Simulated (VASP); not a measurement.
Data:

```xyz
2
Lattice="0.0000 2.9484 2.9484 2.9484 0.0000 2.9484 2.9484 2.9484 0.0000" Properties=species:S:1:pos:R:3 pbc="T T T"
W      0.0000     0.0000     0.0000
Si     2.9484     2.9484     2.9484
```

Calculation: PBE GGA, VASP's PBE PAW potentials (set 64) (plane waves; VASP 6.6.1). Settings: 400 eV cut-off, 10×10×10 Γ-centred mesh, first-order Methfessel-Paxton smearing of 0.10 eV, potentials W_sv Si.

Energy and stress use the plane-wave basis of the starting cell.

Problem. The ions, cell shape and volume are relaxed. What does this cell relax into?

Solution. 
```xyz
2
Lattice="0.0000 2.5128 2.5128 2.5128 0.0000 2.5128 2.5128 2.5128 0.0000" Properties=species:S:1:pos:R:3 pbc="T T T"
W      0.0000     0.0000     0.0000
Si     2.5128     2.5128     2.5128
```
Space group Fm-3m (225), at a tolerance of 0.03 Å.

Problem. How do energy and volume change from the first to the last step?

Solution. The energy (σ→0) changes by -1490.1 meV/atom and the volume by -38.1 %, in 5 ionic steps.

| step | E(σ→0) (eV) | max force (eV/Å) | pressure (GPa) | volume (Å³) |
|---|---|---|---|---|
| 1 | -14.2561 | 0.000 | -31.29 | 51.26 |
| 2 | -14.2928 | 0.000 | 135.10 | 22.37 |
| 3 | -17.2182 | 0.000 | -5.59 | 32.76 |
| 4 | -17.2342 | 0.000 | -2.03 | 32.09 |
| 5 | -17.2364 | 0.000 | 0.04 | 31.73 |

The structure was generated: WSi was put into the rock salt type (Fm-3m), which need not be its known phase. This run relaxes it. Symmetry was kept, so distortions that lower it aren't found.
